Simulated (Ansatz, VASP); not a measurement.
## LiCaCl3 in two plane-wave programs

One calculation is typed for both programs; each brings its own data sets and cutoff. How far apart do they land? The cell is invented: As first built, before any earlier steps moved the atoms (in the runner's words): it takes the KCaCl3 structure with some of its atoms replaced by other elements, volume scaled by an estimate. It may not be a known or stable phase. The cell is taken from a series of VASP runs on this material, whose earlier steps may have relaxed, scaled or displaced it; both programs get it as it stands. Other levels of theory on this material are compared in a session of their own.

Main program and level: Ansatz 0.2.0; plane waves, with VASP 6.6.1 beside it; single point at LDA.

**1. The starting structure**

The structure is cubic, space group Pm-3m (No. 221). Conventional cell: a = 5.191 Å, b = 5.191 Å, c = 5.191 Å, α = 90.00°, β = 90.00°, γ = 90.00°. Ca has 6 Cl at 2.60 Å nearest. Nearest to Cl lie 2 Ca at 2.60 Å. Nearest to Li lie 12 Cl at 3.67 Å. As first built, before any earlier steps moved the atoms (in the runner's words): sites of the KCaCl3 structure (space group 221) filled with other elements, volume scaled by an estimate. Farther neighbours and most contacts between anions are not listed.

As a file:

```cif
data_structure
_symmetry_space_group_name_H-M 'P 1'
_symmetry_Int_Tables_number 1
_cell_length_a 5.1905
_cell_length_b 5.1905
_cell_length_c 5.1905
_cell_angle_alpha 90.000
_cell_angle_beta 90.000
_cell_angle_gamma 90.000
_cell_volume 139.84
loop_
_atom_site_label
_atom_site_type_symbol
_atom_site_fract_x
_atom_site_fract_y
_atom_site_fract_z
_atom_site_occupancy
Ca1 Ca 0.50000 0.50000 0.50000 1
Cl2 Cl 0.00000 0.50000 0.50000 1
Cl3 Cl 0.50000 0.00000 0.50000 1
Cl4 Cl 0.50000 0.50000 0.00000 1
Li5 Li 0.00000 0.00000 0.00000 1
```

**2. Ansatz: single point, LDA**

Ansatz runs on its default PAW (the set named soft_2) files.

A single point gives forces, pressure and levels at one fixed geometry, so differences don't come from the geometry; what else differs is listed under the comparison.

Contents of input.yaml:

```yaml
crystal:
  lattice:
    - [5.1905172462, 0.0, 0.0]
    - [0.0, 5.1905172462, 0.0]
    - [0.0, 0.0, 5.1905172462]
  atoms:
    - { symbol: Ca, position: [0.5, 0.5, 0.5] }
    - { symbol: Cl, position: [0.0, 0.5, 0.5] }
    - { symbol: Cl, position: [0.5, 0.0, 0.5] }
    - { symbol: Cl, position: [0.5, 0.5, 0.0] }
    - { symbol: Li, position: [0.0, 0.0, 0.0] }
hamiltonian:
  xc: lda
  pseudopotentials: { kind: paw }
kpoints:
  mp_grid: { grid: [5, 5, 5] }
scf:
  occupations: { method: gaussian, width: 0.05 }
  n_extra_bands: 5
output:
  forces: true
  stress: true
  eigenvalues: true
  write_density: true
  write_potential: true
  elf: true
  volumetric_format: npy
```

Started as:

```console
ansatz run input.yaml --threads 2 --pin off --max-ram 4608MiB --backend cpu --events-out ev --progress --plain --runs-dir out
```

Numbers of over 12 decimals in the logs are rounded to 6 here.

The program printed:

```text
scf.n_extra_bands = 5 over 17 filled bands (N_el = 34.0): the run solves 22 bands
Engine: ansatz 0.2.0, aarch64-unknown-linux-gnu
Pseudopotentials: kind: paw
Pseudopotential: Ca, paw, valence charge 10, recommended cutoff 420 eV (normal), Ca.paw.azcp
Pseudopotential: Cl, paw, valence charge 7, recommended cutoff 420 eV (normal), Cl.paw.azcp
Pseudopotential: Li, paw, valence charge 3, recommended cutoff 420 eV (normal), Li.paw.azcp
Functional definition: SPW92
  exchange = slater_x
  correlation = pw_c
Crystal: 5 atoms, lattice volume = 139.840 Å³
Basis set: ecut = 420 eV, 2777 PW (Γ)
Bands: 22, of which v1, the nominal top of the filled ones, is band 17 counted from 1 (16 counted from 0)
Symmetry: 48 space group operations
Space group: Pm-3m (ITA 221), of the structure as read, at distance tolerance 5.2e-5 Å
k-points: 10 of 125
Non-local potential: Ca, projectors of the file, l = 0: 3, l = 1: 2, l = 2: 2
Non-local potential: Cl, projectors of the file, l = 0: 2, l = 1: 2, l = 2: 2
Non-local potential: Li, projectors of the file, l = 0: 3, l = 1: 2, l = 2: 1
PAW form: soft (Blöchl's): semilocal exchange-correlation on the pseudo side does not see the compensation charge
PAW frozen core: Ca, regenerated for the run's functional, and the local potential with it (the file was generated under x = pbe(κ = 0.804, μ = 0.219515), c = pbe(β = 0.066725))
PAW frozen core: Cl, regenerated for the run's functional, and the local potential with it (the file was generated under x = pbe(κ = 0.804, μ = 0.219515), c = pbe(β = 0.066725))
PAW one-centre angular grid: Ca, 110 points (default); XC on 64 Gauss nodes
PAW one-centre angular grid: Cl, 110 points (default); XC on 64 Gauss nodes
PAW one-centre angular grid: Li, 110 points (default); XC on 64 Gauss nodes
Initial density: superposition of atomic densities (neutral atoms: chi_scale 0, normalization atom), corrected by the library's trained network
Initial wavefunctions: pseudopotential atomic-orbital guess
Functional: x = slater, c = lda
SCF iter   1: F=—  HF=-5115.812697 eV  |F-HF|=—  |Δ(HF+E_count)|=         —  Δρ=5.79e-3  dr2=5.04e-2  ethr=1.77e-3  ⟨swp⟩=9.5  Hψ=1325  notcnv=0
preconditioner: auto → Resta (q_TF=auto, 2.155 Å⁻¹)  ε∞=2.7  [insulator: Δε(μ)=3.526 eV  Ē_g=13.081 eV  σ=0.050 eV  W_gap=1.00  n_scr=26 (ndim 8)  ℏωp=17.2 eV  f_vac=0.176  D(μ)=0.00/eV (n_scr^D=0)  ε∞_Penn≈2.7]
SCF iter   2: F=—  HF=-5115.796624 eV  |F-HF|=—  |Δ(HF+E_count)|=   1.61e-2  Δρ=2.88e-3  dr2=9.69e-3  ethr=1.48e-4  ⟨swp⟩=2.9  Hψ=487  notcnv=0  defer=2
SCF iter   3: F=—  HF=-5115.793503 eV  |F-HF|=—  |Δ(HF+E_count)|=   3.12e-3  Δρ=5.01e-4  dr2=4.10e-4  ethr=2.85e-5  ⟨swp⟩=2.8  Hψ=317  notcnv=0  defer=3
SCF iter   4: F=—  HF=-5115.793461 eV  |F-HF|=—  |Δ(HF+E_count)|=   4.16e-5  Δρ=8.87e-5  dr2=2.78e-5  ethr=1.21e-6  ⟨swp⟩=1.0  Hψ=210  notcnv=0  defer=3
SCF iter   5: F=—  HF=-5115.793460 eV  |F-HF|=—  |Δ(HF+E_count)|=   1.03e-6  Δρ=2.13e-5  dr2=1.40e-6  ethr=8.17e-8  ⟨swp⟩=2.1  Hψ=383  notcnv=0  defer=5
SCF iter   6: F=-5115.793461 eV  HF=-5115.793461 eV  |F-HF|=1.30e-8  |Δ(HF+E_count)|=   2.57e-7  Δρ=4.04e-6  dr2=2.90e-8  ethr=2.94e-10  ⟨swp⟩=10.8  Hψ=1582  notcnv=0
SCF 1 converged in 6 iterations: F = -5115.793461 eV  dr2 = 2.90e-8
  greatest PAW one-centre occupation: 0.999 electrons in one spin orbital (limit 2), on the Li atom at site 4 (counted from 0), in its partial waves of l = 0
SCF converged after 6 iterations
Free energy (F): -5115.793461 eV
Harris-Foulkes:  -5115.793461 eV  (|F-HF|=1.30e-8)
Internal energy: -5115.793461 eV  (E = F + TS)
E sigma→0 (E₀):  -5115.793461 eV
Fermi energy:    2.460979 eV
--- Per-component energies (eV) ---
  E_band       = -352.196135
  E_kinetic    = 784.034024
  E_local      = -2122.005482  (includes V_loc(G=0)·N_el)
  E_nonlocal   = 124.550333
  E_hartree    = 741.269460
  E_xc         = -464.276883
  E_vxc        = -549.131538  (∫ρ·V_xc dr)
  E_paw        = -2710.693939  (= ΣΔE_a)
  E_vpaw       = -72.184325  (= ΣTr[D̂ρ^β])
  E_aug_tail   = 0.000310  (compensation charges beyond the density's cutoff)
  E_ewald      = -1469.525926
  E_core_change = 0.854641  (= ΣΔE_core)
  E_smearing   = -0.000000  (= −TS)
  E_closure    = 0.000000  (closes the sum)
  Σ components = -5115.793461   (vs F -5115.793461, Δ=0.00e0)
--- Forces (eV/Å), atoms counted from 1 ---
  atom   1  Ca     0.00000000    -0.00000000     0.00000000
  atom   2  Cl     0.00000000    -0.00000000     0.00000000
  atom   3  Cl     0.00000000    -0.00000000     0.00000000
  atom   4  Cl    -0.00000000     0.00000000     0.00000000
  atom   5  Li    -0.00000000    -0.00000000    -0.00000000
  max |Σ_I F_I| component: 5.89e-29 eV/Å
--- Stress (GPa, compression-positive) ---
       -0.114042      -0.000000       0.000000
        0.000000      -0.114042       0.000000
       -0.000000       0.000000      -0.114042
  P = ⅓ Tr σ = -0.1140 GPa (-1.140 kbar)
--- Band table (eV; the first three rows and the last of 10) ---
  k-point 0: bands = [... 13 lower, 0.0645, 0.3800, 0.3800, 0.3800, 4.2877, 6.1732, 6.1732, 6.1732, ... 1 higher]
  k-point 1: bands = [... 13 lower, -0.0457, 0.0063, 0.3242, 0.3242, 4.6728, 6.2121, 6.5402, 6.5402, ... 1 higher]
  k-point 2: bands = [... 13 lower, -0.3324, -0.0841, 0.2937, 0.2937, 5.5435, 6.2781, 6.5827, 7.1643, ... 1 higher]
  k-point 9: bands = [... 13 lower, -0.8834, 0.5909, 0.5909, 0.6328, 5.4488, 7.3935, 8.0149, 8.0149, ... 1 higher]
```

It took 1.4 s on 2 threads of Arm Neoverse V1, shared host; peak memory 0.35 GiB.

Reading the cycles: dr2 is the Hartree energy of the density residual (eV), the measure of convergence; HF is the Harris–Foulkes estimate of the energy, which meets the free energy F at convergence.

The run ends at a pressure of -0.11 GPa.

**3. VASP: single point, LDA**

The same cell, functional (in two slightly different forms), mesh and smearing now go to VASP, with its own data sets and cutoff.

Lines of VASP's logs that name or quote its potential files are left out, and so is its time.

Contents of INCAR:

```
SYSTEM = LiCaCl3
PREC = Accurate
ENCUT = 650
EDIFF = 1E-06
NELM = 100
ISMEAR = 0
SIGMA = 0.05
LREAL = .FALSE.
ALGO = Normal
GGA = CA
NBANDS = 23
LORBIT = 11
LWAVE = .FALSE.
LCHARG = .TRUE.
ISIF = 2
LELF = .TRUE.
LVHAR = .TRUE.
```

Contents of POSCAR:

```
LiCaCl3
1.0
    5.1905172462      0.0000000000      0.0000000000
    0.0000000000      5.1905172462      0.0000000000
    0.0000000000      0.0000000000      5.1905172462
Ca Cl Li
1 3 1
Direct
    0.5000000000      0.5000000000      0.5000000000
    0.0000000000      0.5000000000      0.5000000000
    0.5000000000      0.0000000000      0.5000000000
    0.5000000000      0.5000000000      0.0000000000
    0.0000000000      0.0000000000      0.0000000000
```

Contents of KPOINTS:

```
Automatic mesh
0
Gamma
5 5 5
0 0 0
```

The projector-augmented-wave data sets are Ca_sv, Cl and Li_sv (LDA family, release 64).

Started as:

```console
mpirun -np 2 vasp_std
```

The program printed:

```text
[banner, memory and clock lines left out]
running    2 mpi-ranks, on    1 nodes
 distrk:  each k-point on    2 cores,    1 groups
 distr:  one band on    1 cores,    2 groups

 POSCAR found type information on POSCAR CaClLi
 POSCAR found :  3 types and       5 ions
 LDA part: xc-table for (Slater(with rela. corr.)+CA(PZ))
 , standard interpolation
|                                                                             |
|           W    W    AA    RRRRR   N    N  II  N    N   GGGG   !!!           |
|           W    W   A  A   R    R  NN   N  II  NN   N  G    G  !!!           |
|           W    W  A    A  R    R  N N  N  II  N N  N  G       !!!           |
|           W WW W  AAAAAA  RRRRR   N  N N  II  N  N N  G  GGG   !            |
|           WW  WW  A    A  R   R   N   NN  II  N   NN  G    G                |
|           W    W  A    A  R    R  N    N  II  N    N   GGGG   !!!           |
|                                                                             |
|     The number of bands has been changed from the values supplied in        |
|     The orbitals not found in the WAVECAR file will be initialized with     |
|     random numbers, which is usually adequate. For correlated               |
|     calculations, however, you should redo the groundstate calculation.     |
|     I found NBANDS = 23. Now, NBANDS = 24.                                  |
|                                                                             |

 POSCAR, INCAR and KPOINTS ok, starting setup
 FFT: planning ... GRIDC
 FFT: planning ... GRID_SOFT
 FFT: planning ... GRID
 WAVECAR not read
 entering main loop
       N       E                     dE             d eps       ncg     rms          rms(c)
DAV:   1     0.302691473085E+03    0.30269E+03   -0.16272E+04   480   0.148E+03
DAV:   2     0.338396502732E+01   -0.29931E+03   -0.29011E+03   680   0.331E+02
DAV:   3    -0.197747668405E+02   -0.23159E+02   -0.23074E+02   664   0.834E+01
DAV:   4    -0.213869714485E+02   -0.16122E+01   -0.16094E+01   904   0.172E+01
DAV:   5    -0.214120298650E+02   -0.25058E-01   -0.25057E-01   608   0.214E+00    0.539E+00
DAV:   6    -0.206760633158E+02    0.73597E+00   -0.10219E+00   608   0.417E+00    0.368E+00
DAV:   7    -0.204380865243E+02    0.23798E+00   -0.41521E-01   616   0.312E+00    0.154E+00
DAV:   8    -0.204099546060E+02    0.28132E-01   -0.70004E-02   768   0.158E+00    0.277E-01
DAV:   9    -0.204095736939E+02    0.38091E-03   -0.58444E-03   616   0.496E-01    0.167E-01
DAV:  10    -0.204097031795E+02   -0.12949E-03   -0.57106E-04   792   0.149E-01    0.317E-02
DAV:  11    -0.204096777712E+02    0.25408E-04   -0.20619E-04   632   0.115E-01    0.857E-03
DAV:  12    -0.204096802353E+02   -0.24641E-05   -0.23570E-05   752   0.265E-02    0.578E-03
DAV:  13    -0.204096804893E+02   -0.25397E-06   -0.90700E-07   448   0.744E-03
   1 F= -.20409680E+02 E0= -.20409680E+02  d E =-.234309E-17
```

From OUTCAR (step 3):

```text
ion  position               nearest neighbor table
   1  0.500  0.500  0.500-   2 2.60   3 2.60   4 2.60   4 2.60   3 2.60   2 2.60
   2  0.000  0.500  0.500-   1 2.60   1 2.60
   3  0.500  0.000  0.500-   1 2.60   1 2.60
   4  0.500  0.500  0.000-   1 2.60   1 2.60
   5  0.000  0.000  0.000-

  LATTYP: Found a simple cubic cell.
 ALAT       =     5.1905172462

 Subroutine GETGRP returns: Found 48 space group operations
 (whereof 48 operations were pure point group operations)

The static configuration has the point symmetry O_h .

 Found     10 irreducible k-points:

   k-points           NKPTS =     10   k-points in BZ     NKDIM =     10   number of bands    NBANDS=     24

   dimension x,y,z NGX =    48 NGY =   48 NGZ =   48
   dimension x,y,z NGXF=    96 NGYF=   96 NGZF=   96

   ENCUT  =  650.0 eV  47.77 Ry    6.91 a.u.  10.79 10.79 10.79*2*pi/ulx,y,z

   NELECT =      34.0000    total number of electrons

 k-points in reciprocal lattice and weights: Automatic mesh
   0.00000000  0.00000000  0.00000000       0.008
   0.20000000  0.00000000  0.00000000       0.048
   0.40000000  0.00000000  0.00000000       0.048
   0.20000000  0.20000000  0.00000000       0.096
   0.40000000  0.20000000  0.00000000       0.192
   0.40000000  0.40000000  0.00000000       0.096
   0.20000000  0.20000000  0.20000000       0.064
   0.40000000  0.20000000  0.20000000       0.192
   0.40000000  0.40000000  0.20000000       0.192
   0.40000000  0.40000000  0.40000000       0.064

 average (electrostatic) potential at core
       1 -46.9456       2 -97.9368       3 -97.9368       4 -97.9368       5 -69.4809

 E-fermi :  -0.6306

 k-point     1 :       0.0000    0.0000    0.0000
  band No.  band energies     occupation
    ...
     13      -1.4917      2.00000
     14      -1.4917      2.00000
     15      -1.1688      2.00000
     16      -1.1688      2.00000
     17      -1.1688      2.00000
     18       2.7383      0.00000
     19       4.6339      0.00000
     20       4.6339      0.00000
     21       4.6339      0.00000
     22       6.4152      0.00000
    ...

 k-point     2 :       0.2000    0.0000    0.0000
  band No.  band energies     occupation
    ...
     13      -1.6020      2.00000
     14      -1.5986      2.00000
     15      -1.5500      2.00000
     16      -1.2252      2.00000
     17      -1.2252      2.00000
     18       3.1229      0.00000
     19       4.6729      0.00000
     20       5.0016      0.00000
     21       5.0016      0.00000
     22       6.0911      0.00000
    ...

 k-point     3 :       0.4000    0.0000    0.0000
  band No.  band energies     occupation
    ...
     13      -1.8896      2.00000
     14      -1.8896      2.00000
     15      -1.6406      2.00000
     16      -1.2568      2.00000
     17      -1.2568      2.00000
     18       3.9928      0.00000
     19       4.7391      0.00000
     20       5.0318      0.00000
     21       5.6232      0.00000
     22       5.6232      0.00000
    ...

  Total        0.0157567      0.0157567      0.0157567     -0.0000000      0.0000000      0.0000000
  in kB        0.1805276      0.1805276      0.1805276     -0.0000000      0.0000000      0.0000000
  external PRESSURE =       0.1805276 kB  Pullay stress =       0.0000000 kB

  energy-cutoff  :      650.00
  volume of cell :      139.84
      direct lattice vectors                 reciprocal lattice vectors
     5.190517246  0.000000000  0.000000000     0.192659027  0.000000000  0.000000000
     0.000000000  5.190517246  0.000000000     0.000000000  0.192659027  0.000000000
     0.000000000  0.000000000  5.190517246     0.000000000  0.000000000  0.192659027

 POSITION                                       TOTAL-FORCE (eV/Angst)
 -----------------------------------------------------------------------------------
      2.59526      2.59526      2.59526         0.000000      0.000000      0.000000
      0.00000      2.59526      2.59526         0.000000      0.000000      0.000000
      2.59526      0.00000      2.59526         0.000000      0.000000      0.000000
      2.59526      2.59526      0.00000         0.000000      0.000000      0.000000
      0.00000      0.00000      0.00000         0.000000      0.000000      0.000000
 -----------------------------------------------------------------------------------
    total drift:                                0.000000     -0.000000     -0.000000

  FREE ENERGIE OF THE ION-ELECTRON SYSTEM (eV)
  ---------------------------------------------------
  free  energy   TOTEN  =       -20.4096804893 eV

  energy  without entropy=      -20.4096804893  energy(sigma->0) =      -20.40968049

 total charge
# of ion       s       p       d       tot
------------------------------------------
    1        2.040   5.871   0.301   8.212
    2        1.589   3.557   0.000   5.145
    3        1.589   3.557   0.000   5.145
    4        1.589   3.557   0.000   5.145
    5        1.984   0.005   0.000   1.989
--------------------------------------------------
tot          8.791  16.545   0.301  25.637

[... 3 further parts left out ...]
```

The run ends at a pressure of 0.02 GPa.

**4. Differences**

Known differences besides the potentials themselves: the two LDA forms differ slightly; the cutoff is 420 eV in Ansatz and 650 eV in VASP; VASP's log shows a relativistic correction to its local exchange, Ansatz's none. Total energies have different zeros and are not compared.

Both answers:

```csv
quantity,Ansatz,VASP,difference
pressure (GPa),-0.11,0.02,-0.13
gap on the k mesh (eV),3.655,3.662,-0.007
```

A gap on the mesh is an upper bound, since the band edges may lie between its points.

**5. Outcome**

- difference in gap on the k mesh (single point, LDA): -0.0068 eV

The difference in gap on the k mesh is -0.0068 eV (single point, LDA), within the 0.08 eV picked in this series as the mark of a large difference. 6 further runs of this series are not shown here. How closely two codes agree says nothing of how well the functional describes the real material.

[Lines on the potential files, build, host, timing and source positions are cut from VASP's logs without a mark.]

[Logs are printed without paths, hosts, clocks, repeated set-up lines and the standing remarks that a program may print on its own settings, such as how far it seeks lower states.]

[Hosts, paths, dates, database ids (printed as entryN), source tags and the programs' standing remarks are cut or masked in the printed files.]
